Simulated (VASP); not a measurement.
Input for VASP

**INCAR**
```
# general
SYSTEM    =  ZrC
PREC      =  Accurate
ENCUT     =  520   # plane-wave cut-off (eV)
LREAL     =  .FALSE.   # projection in real space or not
LASPH     =  .TRUE.   # aspherical one-centre terms

# electronic loop
EDIFF     =  1E-6
NELM      =  100   # most electronic steps
ALGO      =  Normal   # blocked Davidson
LMAXMIX   =  4

# smearing
ISMEAR    =  1   # Methfessel-Paxton
SIGMA     =  0.1

# functional
GGA       =  MK
LUSE_VDW  =  .TRUE.
AGGAC     =  0.0
PARAM1    =  0.1234
PARAM2    =  1.0

# ions
IBRION    =  2   # conjugate gradients
NSW       =  60   # most ionic steps
ISIF      =  3
EDIFFG    =  -0.01

# output
LWAVE     =  .FALSE.
LCHARG    =  .FALSE.
```

**POSCAR**
```
ZrC
1.0
  0.0000000000   2.3500000000   2.3500000000
  2.3500000000   0.0000000000   2.3500000000
  2.3500000000   2.3500000000   0.0000000000
Zr C
1 1
Cart
  0.0000000000   0.0000000000   0.0000000000
  2.3500000000   2.3500000000   2.3500000000
```

### KPOINTS
```
Automatic mesh
0
Gamma
12 12 12
0 0 0
```

POTCAR, in this order: Zr_sv C (PBE.64 set). Program: vasp_std.

Problem. Write an equivalent input for Quantum ESPRESSO's pw.x.

Solution. One equivalent input (not run):
```
&CONTROL
  calculation = 'vc-relax'
  pseudo_dir = './pseudo'
  outdir = './out'
  tprnfor = .true.
  tstress = .true.
  nstep = 60
  forc_conv_thr = 0.00039
/
&SYSTEM
  ibrav = 0
  nat = 2
  ntyp = 2
  ecutwfc = 82
  occupations = 'smearing'
  smearing = 'methfessel-paxton'
  degauss = 0.00735
  input_dft = 'vdw-df-ob86'
/
&ELECTRONS
  conv_thr = 7.3e-08
  electron_maxstep = 100
/
&IONS
/
&CELL
/
ATOMIC_SPECIES
  Zr 91.224 Zr.upf
  C 12.011 C.upf
CELL_PARAMETERS angstrom
     0.0000000    2.3500000    2.3500000
     2.3500000    0.0000000    2.3500000
     2.3500000    2.3500000    0.0000000
ATOMIC_POSITIONS crystal
  Zr   0.0000000  0.0000000  0.0000000
  C    0.5000000  0.5000000  0.5000000
K_POINTS automatic
  12 12 12 0 0 0
```
What does not carry over: the potentials are each code's own (VASP's PAW set, PseudoDojo norm-conserving files in pw.x), so ENCUT and ecutwfc are chosen apart and not converted; conv_thr bounds pw.x's estimated SCF error, while EDIFF bounds the energy change between steps; forc_conv_thr acts on force components and is met together with etot_conv_thr.

The compound is ZrC in the rock salt structure. This run relaxes it. Symmetry was kept, so distortions that lower it aren't found.
